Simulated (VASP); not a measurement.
Input:

```
AuZn
1.0
    3.00195     0.00000     0.00000
    0.00000     3.00195     0.00000
    0.00000     0.00000     3.00195
Zn Au
1 1
Direct
  0.50000   0.50000   0.50000
  0.00000   0.00000   0.00000
```

These are LDA (Ceperley-Alder, Perdew-Zunger), VASP's LDA PAW potentials (set 64) (plane waves; VASP) values and carry that method's errors. Run with 500 eV cut-off, 12×12×12 Γ-centred mesh, first-order Methfessel-Paxton smearing of 0.10 eV, potentials Zn Au.

Energy and stress use the plane-wave basis of the starting cell.

Task: The ions, cell shape and volume at an external pressure of 30.0 GPa are relaxed. Which structure does the run end with?

Result: 
```
AuZn
1.0
    2.96666     0.00000     0.00000
    0.00000     2.96666     0.00000
    0.00000     0.00000     2.96666
Zn Au
1 1
Cartesian
  1.48333   1.48333   1.48333
  0.00000   0.00000   0.00000
```
Space group Pm-3m (221), at a tolerance of 0.03 Å.

Task: How do energy and volume change from the first to the last step?

Result: The energy (σ→0) changes by +72.8 meV/atom and the volume by -3.5 %, in 4 ionic steps.

```csv
step,E(σ→0) (eV),max force (eV/Å),pressure (GPa),volume (Å³)
1,-6.6056,0.000,19.88,27.05
2,-5.8151,0.000,63.99,23.84
3,-6.4642,0.000,29.70,26.13
4,-6.4600,0.000,29.84,26.11
```

The compound is AuZn in the CsCl type structure. This run relaxes it under an external pressure of 30 GPa. Symmetry was kept, so distortions that lower it aren't found. The electron count is odd and the run is not spin-polarised, which forces a metal.
